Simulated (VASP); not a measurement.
Method: optB88-vdW, VASP's PBE PAW potentials (set 64) (plane waves; VASP).

VASP input:

**INCAR**
```
AGGAC = 0.0
ALGO = Normal
EDIFF = 1E-7
EDIFFG = -0.01
ENCUT = 520
GGA = BO
IBRION = 2
ISIF = 4
ISMEAR = 1
LASPH = .TRUE.
LCHARG = .FALSE.
LMAXMIX = 4
LREAL = .FALSE.
LUSE_VDW = .TRUE.
LWAVE = .FALSE.
NELM = 100
NSW = 30
PARAM1 = 0.1833333333
PARAM2 = 0.22
PREC = Accurate
SIGMA = 0.1
SYSTEM = Sn
```

POSCAR:
```
Sn
1
   -2.9681589149     2.9681589149     1.6173547034
    2.9681589149    -2.9681589149     1.6173547034
    2.9681589149     2.9681589149    -1.6173547034
Sn
2
Direct
  0.2500000000   0.7500000000   0.5000000000
  0.0000000000   0.0000000000   0.0000000000
```

### KPOINTS
```
kpoints
0
gamma
13 13 13
0 0 0
```

POTCAR, in this order: Sn_d (PBE.64 set). Program: vasp_std.

What VASP printed:

OSZICAR:
```
       N       E                     dE             d eps       ncg     rms          rms(c)
DAV:   1     0.209111553149E+03    0.20911E+03   -0.15107E+04  7068   0.239E+03
DAV:   2     0.172750012450E+02   -0.19184E+03   -0.18968E+03  7078   0.448E+02
DAV:   3    -0.521067821895E+00   -0.17796E+02   -0.17622E+02  8128   0.140E+02
DAV:   4    -0.107218114623E+01   -0.55111E+00   -0.54858E+00  7942   0.269E+01
DAV:   5    -0.109374808550E+01   -0.21567E-01   -0.21544E-01  9474   0.490E+00    0.194E+00
DAV:   6    -0.108838201914E+01    0.53661E-02   -0.24445E-02  8930   0.221E+00    0.109E+00
DAV:   7    -0.108906565105E+01   -0.68363E-03   -0.15752E-02  9004   0.172E+00    0.133E-01
DAV:   8    -0.108940298742E+01   -0.33734E-03   -0.17774E-03  7634   0.594E-01    0.417E-02
DAV:   9    -0.108941526772E+01   -0.12280E-04   -0.54766E-05  9142   0.754E-02    0.155E-02
DAV:  10    -0.108941540152E+01   -0.13379E-06   -0.14084E-05  7764   0.526E-02    0.194E-03
DAV:  11    -0.108941545957E+01   -0.58055E-07   -0.45399E-07  6966   0.896E-03
   1 F= -.10894155E+01 E0= -.10892951E+01  d E =-.108942E+01
       N       E                     dE             d eps       ncg     rms          rms(c)
DAV:   1    -0.108968157091E+01   -0.26617E-03   -0.64715E-03  7778   0.713E-01    0.749E-02
DAV:   2    -0.108953128204E+01    0.15029E-03   -0.32809E-04  8454   0.312E-01    0.467E-02
DAV:   3    -0.108944809859E+01    0.83183E-04   -0.18432E-04  8910   0.211E-01    0.584E-03
DAV:   4    -0.108945058625E+01   -0.24877E-05   -0.35433E-05  7430   0.786E-02    0.360E-03
DAV:   5    -0.108945053011E+01    0.56142E-07   -0.10595E-06  9438   0.177E-02    0.695E-04
DAV:   6    -0.108945053206E+01   -0.19550E-08   -0.62838E-08  3746   0.294E-03
   2 F= -.10894505E+01 E0= -.10893406E+01  d E =-.350725E-04
       N       E                     dE             d eps       ncg     rms          rms(c)
DAV:   1    -0.108972775485E+01   -0.27722E-03   -0.71172E-03  7782   0.748E-01    0.786E-02
DAV:   2    -0.108956223073E+01    0.16552E-03   -0.36092E-04  8432   0.327E-01    0.490E-02
DAV:   3    -0.108947058934E+01    0.91641E-04   -0.20271E-04  8908   0.221E-01    0.613E-03
DAV:   4    -0.108947333273E+01   -0.27434E-05   -0.39070E-05  7420   0.824E-02    0.378E-03
DAV:   5    -0.108947326904E+01    0.63687E-07   -0.11765E-06  9534   0.186E-02    0.735E-04
DAV:   6    -0.108947327196E+01   -0.29167E-08   -0.68204E-08  3688   0.310E-03
   3 F= -.10894733E+01 E0= -.10893773E+01  d E =-.578124E-04
```

OUTCAR:
```
------------------------ aborting loop because EDIFF is reached ----------------------------------------
  FORCE on cell =-STRESS in cart. coord.  units (eV):
  Direction    XX          YY          ZZ          XY          YZ          ZX
  --------------------------------------------------------------------------------------
  Total       -0.0034193     -0.0034193     -0.0199598      0.0000000      0.0000000      0.0000000
  in kB       -0.0961195     -0.0961195     -0.5610841      0.0000000      0.0000000      0.0000000
  external PRESSURE =      -0.2511077 kB  Pullay stress =       0.0000000 kB
  volume of cell :       57.00
      direct lattice vectors                 reciprocal lattice vectors
    -2.970610113  2.970610113  1.614686685     0.000000000  0.168315592  0.309657598
     2.970610113 -2.970610113  1.614686685     0.168315592  0.000000000  0.309657598
     2.970610113  2.970610113 -1.614686685     0.168315592  0.168315592  0.000000000
 POSITION                                       TOTAL-FORCE (eV/Angst)
 -----------------------------------------------------------------------------------
      2.97061     -0.00000      0.80734         0.000000      0.000000      0.000000
      0.00000      0.00000     -0.00000        -0.000000     -0.000000     -0.000000
 -----------------------------------------------------------------------------------
    total drift:                               -0.000000     -0.000000      0.000000
  FREE ENERGIE OF THE ION-ELECTRON SYSTEM (eV)
  ---------------------------------------------------
  free  energy   TOTEN  =        -1.0894732720 eV

  energy  without entropy=       -1.0891853220  energy(sigma->0) =       -1.08937729

 reached required accuracy - stopping structural energy minimisation
```
(Selected blocks of OUTCAR.)

### CONTCAR
```
Sn
   1.00000000000000
    -2.9706101134362735    2.9706101134362735    1.6146866845792827
     2.9706101134362735   -2.9706101134362735    1.6146866845792827
     2.9706101134362735    2.9706101134362735   -1.6146866845792827
  Sn
     2
Direct
     0.2500000000000000    0.7500000000000000    0.5000000000000000
     0.0000000000000000    0.0000000000000000    0.0000000000000000
```

**OUTCAR**
```
 val. band max:        7.1946443230   @ k =  -0.0769   0.4615   0.0769

 cond. band min:       7.2099219848   @ k =  -0.2308   0.0769   0.0000


 Fermi energy:         7.2096013557

 k-point     1 :       0.0000    0.0000    0.0000
  band No.  band energies     occupation
      1     -14.3207      2.00000
      2     -14.2517      2.00000
      3     -14.2061      2.00000
      4     -14.2023      2.00000
      5     -14.0716      2.00000
      6     -14.0716      2.00000
      7     -14.0624      2.00000
      8     -14.0624      2.00000
      9     -13.9857      2.00000
     10     -13.8916      2.00000
     11      -3.5351      2.00000
     12       3.3078      2.00000
     13       5.4110      2.00000
     14       5.4110      2.00000
     15      10.5616      0.00000
     16      13.1216      0.00000
     17      13.1216      0.00000
     18      13.6873      0.00000

 k-point     2 :       0.0769    0.0000   -0.0000
  band No.  band energies     occupation
      1     -14.3175      2.00000
      2     -14.2412      2.00000
      3     -14.2025      2.00000
      4     -14.1901      2.00000
      5     -14.0789      2.00000
      6     -14.0778      2.00000
      7     -14.0634      2.00000
      8     -14.0627      2.00000
      9     -13.9874      2.00000
     10     -13.8950      2.00000
     11      -3.4232      2.00000
     12       3.1909      2.00000
     13       5.4240      2.00000
     14       5.7382      2.00000
     15      10.7482      0.00000
     16      12.4852      0.00000
     17      12.8331      0.00000
     18      13.0532      0.00000

 k-point     3 :       0.1538    0.0000    0.0000
  band No.  band energies     occupation
      1     -14.3078      2.00000
      2     -14.2132      2.00000
      3     -14.1925      2.00000
      4     -14.1606      2.00000
      5     -14.0951      2.00000
      6     -14.0853      2.00000
      7     -14.0699      2.00000
      8     -14.0685      2.00000
      9     -13.9927      2.00000
...
```

Unless said otherwise, spin-orbit coupling is left out, though it shifts the bands of the heavy elements here.

The compound is Sn in the beta structure. This run relaxes it. Symmetry was kept, so distortions that lower it aren't found.
